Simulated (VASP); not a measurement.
The system is Al3Au.

```
Au Al
1.0
    -2.02533    2.02533    4.05660
     2.02533   -2.02533    4.05660
     2.02533    2.02533   -4.05660
Au Al
1 3
Direct
  0.00000 0.00000 0.00000
  0.50000 0.50000 0.00000
  0.25000 0.75000 0.50000
  0.75000 0.25000 0.50000
```

The cell comes from a database or a generator and needn't be the stable form of this composition.

| Item | Value |
| --- | --- |
| Program | VASP 6.6.1 |
| Task | relaxation of cell and atoms |
| Functional | revTPSS |
| Potentials or basis | VASP PAW PBE potentials, release 64 (Au, Al) |
| Cutoff | 600 eV |
| k mesh | 9 × 9 × 9 |
| Occupations | methfessel-paxton, width 0.1 eV |
| Spin | no spin polarisation |

At the start: pressure -2.8 GPa; volume 16.64 Å³/atom.

Question: Where does the relaxation end?

Answer: Over 6 steps the energy falls by 4.2 meV/atom and the volume is 16.18 Å³/atom (-2.7 %); space group I4/mmm (No. 139, to 0.05 Å).

The path:
```
step  energy change (eV)  largest force (eV/Å)  pressure (GPa)  volume (Å³)
   1              0.0000                0.0000           -2.77        66.56
   2             -0.0129                0.0000            1.51        63.82
   3             -0.0168                0.0000            0.03        64.69
   4             -0.0168                0.0000           -0.03        64.73
   5             -0.0170                0.0000           -0.04        64.73
   6             -0.0170                0.0000           -0.04        64.73
```

Final structure:
```yaml
crystal:
  lattice:
    - [-2.00992, 2.00992, 4.00607]
    - [2.00992, -2.00992, 4.00607]
    - [2.00992, 2.00992, -4.00607]
  atoms:
    - { symbol: Au, position: [0.00000, 0.00000, 0.00000] }
    - { symbol: Al, position: [0.50000, 0.50000, 0.00000] }
    - { symbol: Al, position: [0.25000, 0.75000, 0.50000] }
    - { symbol: Al, position: [0.75000, 0.25000, 0.50000] }
```

Caveat: the PAW data sets were made with another functional, which shifts forces and pressure a little.
